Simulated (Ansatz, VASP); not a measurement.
# Two plane-wave programs on Os4C

```
CELL_PARAMETERS angstrom
-2.60199 2.60199 2.60199
2.60199 -2.60199 2.60199
2.60199 2.60199 -2.60199
ATOMIC_POSITIONS crystal
Os 0.50000 0.50000 0.50000
Os 0.00000 0.00000 0.50000
Os 0.00000 0.50000 0.00000
Os 0.50000 0.00000 0.00000
C 0.00000 0.00000 0.00000
```

Alike in both runs: functional PBE; k mesh 6 × 6 × 6; occupations gaussian, width 0.1 eV; no spin polarisation.

Ansatz relaxed the structure, and its values are those at the end. VASP's run is a single point on that final structure, the one shown.

```csv
,VASP,Ansatz
version,VASP 6.6.1,Ansatz 0.2.0
potentials or method,"VASP PAW PBE potentials, release 64 (Os, C)","scalar-relativistic, plane waves, PAW"
plane-wave cutoff (eV),520,420
valence electrons in the cell,36,68
```

|  | VASP | Ansatz | Ansatz less VASP |
| --- | --- | --- | --- |
| gap on the k mesh at the Fermi level (eV) | none | none | - |
| pressure (GPa) | 0.4 | 0.0 | -0.48 |

A gap of «none» marks a metal or a gap that the smearing closes. The two sets of potentials don't hold the same shells in valence.

The runs have no spin-orbit coupling, so splittings on Os are missing.
